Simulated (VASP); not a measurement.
OSZICAR of a VASP run on Sc (hcp):

OSZICAR:
```
       N       E                     dE             d eps       ncg     rms          rms(c)
DAV:   1     0.395756412270E+03    0.39576E+03   -0.11066E+04  3600   0.157E+03
DAV:   2     0.152350330216E+02   -0.38052E+03   -0.37515E+03  4911   0.661E+02
DAV:   3    -0.816435250253E+01   -0.23399E+02   -0.23019E+02  5979   0.192E+02
DAV:   4    -0.860921347603E+01   -0.44486E+00   -0.43307E+00  5439   0.231E+01
DAV:   5    -0.861711246481E+01   -0.78990E-02   -0.78760E-02  6007   0.304E+00    0.789E+00
DAV:   6    -0.746694549871E+01    0.11502E+01   -0.26850E+00  4503   0.217E+01    0.237E+00
DAV:   7    -0.731842260533E+01    0.14852E+00   -0.66627E-01  4699   0.981E+00    0.830E-01
DAV:   8    -0.730944227750E+01    0.89803E-02   -0.27653E-02  4938   0.254E+00    0.235E-01
DAV:   9    -0.730828820112E+01    0.11541E-02   -0.73241E-03  4678   0.106E+00    0.254E-02
DAV:  10    -0.730833098784E+01   -0.42787E-04   -0.15543E-04  6009   0.185E-01    0.916E-03
DAV:  11    -0.730832869883E+01    0.22890E-05   -0.64831E-06  5559   0.361E-02    0.226E-03
DAV:  12    -0.730833043182E+01   -0.17330E-05   -0.50948E-07  4131   0.889E-03    0.112E-03
DAV:  13    -0.730832999207E+01    0.43975E-06   -0.50625E-08  2661   0.444E-03    0.103E-04
DAV:  14    -0.730832997950E+01    0.12569E-07   -0.13966E-08  2381   0.333E-03
   1 F= -.73083300E+01 E0= -.73083300E+01  d E =0.000000E+00
```

Question: Which electronic solver shows in the log?

Answer: It is blocked Davidson (ALGO = Normal, or the opening steps of other solvers). The INCAR had ALGO = Normal.

Question: Can the final energy be trusted as converged?

Answer: The run converged. It stopped with EDIFF = 1E-7, NELM = 100 (optB86b-vdW, plane waves, VASP's PBE PAW potentials (set 64)).

The compound is Sc in the hcp structure. It was relaxed first.
